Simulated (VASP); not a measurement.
Here is the system:

```
Ru
1.0
    2.71000     0.00000     0.00000
   -1.35500     2.34693     0.00000
    0.00000     0.00000     4.28000
Ru
2
Cartesian
  1.35500   0.78231   3.21000
  0.00000   1.56462   1.07000
```

Computed with PBE GGA, VASP's PBE PAW potentials (set 64) (plane waves; VASP). Numerical set-up: 480 eV cut-off, 14×14×8 Γ-centred mesh, first-order Methfessel-Paxton smearing of 0.10 eV, potentials Ru_pv.

Problem. The ions, cell shape and volume are relaxed. Which structure does the run end with?

Solution. 
```
Ru
1.0
    2.72215     0.00000     0.00000
   -1.36107     2.35745     0.00000
    0.00000     0.00000     4.28968
Ru
2
Direct
  0.66667   0.33333   0.75000
  0.33333   0.66667   0.25000
```
Space group P6_3/mmc (194), at a tolerance of 0.03 Å.

Problem. How do energy and volume change from the first to the last step?

Solution. The energy (σ→0) changes by -1.8 meV/atom and the volume by +1.1 %, in 6 ionic steps.

| step | E(σ→0) (eV) | max force (eV/Å) | pressure (GPa) | volume (Å³) |
|---|---|---|---|---|
| 1 | -18.4587 | 0.000 | 3.62 | 27.22 |
| 2 | -18.4338 | 0.000 | -9.55 | 28.45 |
| 3 | -18.4621 | 0.000 | -0.07 | 27.54 |
| 4 | -18.4621 | 0.000 | -0.02 | 27.53 |
| 5 | -18.4622 | 0.000 | 0.03 | 27.53 |
| 6 | -18.4622 | 0.000 | 0.02 | 27.53 |

The compound is Ru in the hcp structure. This run relaxes it. Symmetry was kept, so distortions that lower it aren't found.
